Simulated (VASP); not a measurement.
Computed with PBE GGA, VASP's PBE PAW potentials (set 64) (plane waves; VASP).

Input for VASP

**POSCAR**
```
TiCo
1
    3.0498000000     0.0000000000     0.0000000000
    0.0000000000     3.0498000000     0.0000000000
    0.0000000000     0.0000000000     3.0498000000
Ti Co
1 1
Direct
  0.0000000000   0.0000000000   0.0000000000
  0.5000000000   0.5000000000   0.5000000000
```

### INCAR
```
SYSTEM = TiCo
PREC = Accurate
ENCUT = 400
EDIFF = 1E-6
NELM = 100
ALGO = Normal
LREAL = .FALSE.
LASPH = .TRUE.
ISMEAR = 1
SIGMA = 0.1
GGA = PE
LMAXMIX = 4
LWAVE = .FALSE.
LCHARG = .FALSE.
ISIF = 2
```

### KPOINTS
```
Regular mesh
0
gamma
11 11 11
0 0 0
```

POTCAR, in this order: Ti_sv Co (PBE.64 set). Program: vasp_std.

What VASP printed:

### OSZICAR
```
       N       E                     dE             d eps       ncg     rms          rms(c)
DAV:   1     0.135150950798E+03    0.13515E+03   -0.90261E+03  1568   0.155E+03
DAV:   2    -0.996832424560E+01   -0.14512E+03   -0.14265E+03  1604   0.378E+02
DAV:   3    -0.177941016107E+02   -0.78258E+01   -0.77804E+01  2378   0.993E+01
DAV:   4    -0.180417121914E+02   -0.24761E+00   -0.24714E+00  1970   0.145E+01
DAV:   5    -0.180509112907E+02   -0.91991E-02   -0.91989E-02  2282   0.258E+00    0.121E+01
DAV:   6    -0.157438120479E+02    0.23071E+01   -0.13148E+01  2150   0.534E+01    0.484E+00
DAV:   7    -0.194291233546E+02   -0.36853E+01   -0.32257E+01  2708   0.477E+01    0.280E+01
DAV:   8    -0.155211942699E+02    0.39079E+01   -0.22723E+01  2430   0.419E+01    0.180E+00
DAV:   9    -0.155601228772E+02   -0.38929E-01   -0.28541E-01  1890   0.462E+00    0.182E+00
DAV:  10    -0.155481692219E+02    0.11954E-01   -0.71539E-02  2324   0.329E+00    0.593E-01
DAV:  11    -0.155455992760E+02    0.25699E-02   -0.59821E-03  2106   0.823E-01    0.394E-01
DAV:  12    -0.155444020568E+02    0.11972E-02   -0.36418E-03  2232   0.528E-01    0.120E-01
DAV:  13    -0.155442421113E+02    0.15995E-03   -0.49400E-04  2214   0.181E-01    0.460E-02
DAV:  14    -0.155442275794E+02    0.14532E-04   -0.86279E-05  2472   0.800E-02    0.828E-03
DAV:  15    -0.155442268519E+02    0.72755E-06   -0.12123E-05  1926   0.433E-02    0.243E-03
DAV:  16    -0.155442268124E+02    0.39473E-07   -0.24310E-07   868   0.643E-03
   1 F= -.15544227E+02 E0= -.15544240E+02  d E =0.390490E-04
```

### OUTCAR
```
------------------------ aborting loop because EDIFF is reached ----------------------------------------
  FORCE on cell =-STRESS in cart. coord.  units (eV):
  Direction    XX          YY          ZZ          XY          YZ          ZX
  --------------------------------------------------------------------------------------
  Total       -2.2370461     -2.2370461     -2.2370461     -0.0000000      0.0000000     -0.0000000
  in kB     -126.3488926   -126.3488926   -126.3488926     -0.0000000      0.0000000     -0.0000000
  external PRESSURE =    -126.3488926 kB  Pullay stress =       0.0000000 kB
  volume of cell :       28.37
      direct lattice vectors                 reciprocal lattice vectors
     3.049800000  0.000000000  0.000000000     0.327890353  0.000000000  0.000000000
     0.000000000  3.049800000  0.000000000     0.000000000  0.327890353  0.000000000
     0.000000000  0.000000000  3.049800000     0.000000000  0.000000000  0.327890353
 POSITION                                       TOTAL-FORCE (eV/Angst)
 -----------------------------------------------------------------------------------
      0.00000      0.00000      0.00000         0.000000      0.000000      0.000000
      1.52490      1.52490      1.52490         0.000000      0.000000      0.000000
 -----------------------------------------------------------------------------------
    total drift:                               -0.000000      0.000000      0.000000
  FREE ENERGIE OF THE ION-ELECTRON SYSTEM (eV)
  ---------------------------------------------------
  free  energy   TOTEN  =       -15.5442268124 eV

  energy  without entropy=      -15.5442658614  energy(sigma->0) =      -15.54423983
```
(Selected blocks of OUTCAR.)

The compound is TiCo in the CsCl type structure. The cell was not relaxed at this level. The run is not spin-polarised, so no magnetic state was tried. The electron count is odd and the run is not spin-polarised, which forces a metal.
